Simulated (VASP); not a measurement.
Mn3N:

```xyz
4
Lattice="3.9137 0.0000 0.0000 0.0000 3.9137 0.0000 0.0000 0.0000 3.9137" Properties=species:S:1:pos:R:3 pbc="T T T"
Mn    0.0000    1.9569    1.9569
Mn    1.9569    0.0000    1.9569
Mn    1.9569    1.9569    0.0000
N     0.0000    0.0000    0.0000
```

The cell was built by a generator and needn't be a form met in nature.

The cell isn't the ideal one: species swapped into the PrDy3 type (Pm-3m, No. 221).

* Program: VASP 6.6.1
* Task: relaxation of cell and atoms
* Functional: PBE
* Potentials or basis: VASP PAW PBE potentials, release 64 (Mn_pv, N)
* Cutoff: 600 eV
* k mesh: 4 × 4 × 4
* Occupations: gaussian, width 0.1 eV
* Spin: collinear spin, typed start
* Starting moments: [4.0, 4.0, 4.0, 0.0] μB

At the start: pressure -12.4 GPa; volume 14.99 Å³/atom.

How do energy, volume and symmetry change on relaxing?

Over 7 steps the energy falls by 454.2 meV/atom and the volume is 9.98 Å³/atom (-33.4 %); space group Pm-3m (No. 221, to 0.05 Å); moment 5.10 μB per cell.

The path:
```tsv
step	energy change (eV)	largest force (eV/Å)	pressure (GPa)	volume (Å³)
1	0.0000	0.0000	-12.37	59.95
2	-0.7847	0.0000	-25.71	50.46
3	2.5520	0.0000	160.94	28.10
4	-1.5685	0.0000	-16.60	44.71
5	-1.7902	0.0000	7.16	38.67
6	-1.8161	0.0000	-0.72	40.25
7	-1.8170	0.0000	0.16	39.91
```

Final structure:
```cif
data_structure
_symmetry_space_group_name_H-M 'P 1'
_symmetry_Int_Tables_number 1
_cell_length_a 3.4174
_cell_length_b 3.4174
_cell_length_c 3.4174
_cell_angle_alpha 90.000
_cell_angle_beta 90.000
_cell_angle_gamma 90.000
_cell_volume 39.91
loop_
_atom_site_label
_atom_site_type_symbol
_atom_site_fract_x
_atom_site_fract_y
_atom_site_fract_z
_atom_site_occupancy
Mn1 Mn 0.00000 0.50000 0.50000 1
Mn2 Mn 0.50000 0.00000 0.50000 1
Mn3 Mn 0.50000 0.50000 0.00000 1
N1 N 0.00000 0.00000 0.00000 1
```

Caveat: the k mesh is coarse (spacing up to 0.40 Å⁻¹), so the values aren't converged; the volume moved by over 15 % at a fixed basis, so the end points are rough.
